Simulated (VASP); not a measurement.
A convergence study with VASP on HfO2 (fluorite): one setting is varied, all else stays as given below, so the limit is that of these other settings. The cell's lengths are 1 % over those of the tabulated start and one atom is moved, so it is off equilibrium.

```yaml
crystal:
  lattice:
    - [0.00000, 2.56540, 2.56540]
    - [2.56540, 0.00000, 2.56540]
    - [2.56540, 2.56540, 0.00000]
  atoms:
    - { symbol: Hf, position: [0.00000, 0.00000, 0.00000] }
    - { symbol: O, position: [0.25000, 0.25000, 0.25000] }
    - { symbol: O, position: [0.73819, 0.76181, 0.76181] }
```

Method: PBEsol GGA, VASP's PBE PAW potentials (set 64) (plane waves; VASP). The tightest run used: 1000 eV cut-off, 8×8×8 Γ-centred mesh, Gaussian smearing of 0.050 eV, potentials Hf_pv O.

Unless said otherwise, spin-orbit coupling is left out, though it shifts the bands of the heavy elements here. Gaps are read on the run's mesh, which can miss a band edge.

Task: The settings run are ENCUT = 250; ENCUT = 300; ENCUT = 350; ENCUT = 400; ENCUT = 450; ENCUT = 500; ENCUT = 550; ENCUT = 600; ENCUT = 650; ENCUT = 700; ENCUT = 750; ENCUT = 800; ENCUT = 850; ENCUT = 1000. From which on does the energy per atom stay within 0.01 eV/atom of the tightest run?

Result: From ENCUT = 400 on: it is off by 0.0059 there and by no more than 0.01 in any finer run, while ENCUT = 350 is off by 0.0188.
```csv
setting,E (eV/atom),pressure (GPa),largest force (eV/Å),gap on the mesh (eV),plane waves,difference judged (eV/atom)
ENCUT = 250,-10.7511,-111.64,0.620,3.619,314,0.2424
ENCUT = 300,-10.6070,-59.92,0.583,3.667,415,0.0982
ENCUT = 350,-10.5275,-33.60,0.518,3.558,531,0.0188
ENCUT = 400,-10.5146,-21.27,0.549,3.583,636,0.0059
ENCUT = 450,-10.5072,-16.54,0.556,3.575,754,0.0015
ENCUT = 500,-10.5047,-15.30,0.554,3.572,877,0.0041
ENCUT = 550,-10.5050,-15.23,0.554,3.572,999,0.0037
ENCUT = 600,-10.5062,-15.40,0.554,3.573,1158,0.0025
ENCUT = 650,-10.5073,-15.48,0.554,3.574,1287,0.0014
ENCUT = 700,-10.5082,-15.42,0.554,3.575,1433,0.0005
ENCUT = 750,-10.5085,-15.31,0.554,3.575,1604,0.0002
ENCUT = 800,-10.5087,-15.20,0.554,3.575,1807,0.0000
ENCUT = 850,-10.5088,-15.11,0.554,3.575,1924,0.0000
ENCUT = 1000,-10.5087,-15.08,0.554,3.575,2452,0.0000
```

Left out are rungs that failed or repeat a setting and relaxations that didn't move; long series are thinned to 24 rows.

The compound is HfO2 in the fluorite structure, the high-temperature cubic form, which is unstable at 0 K; the monoclinic form is the stable one. The cell was not relaxed at this level, it is distorted from the ideal structure.
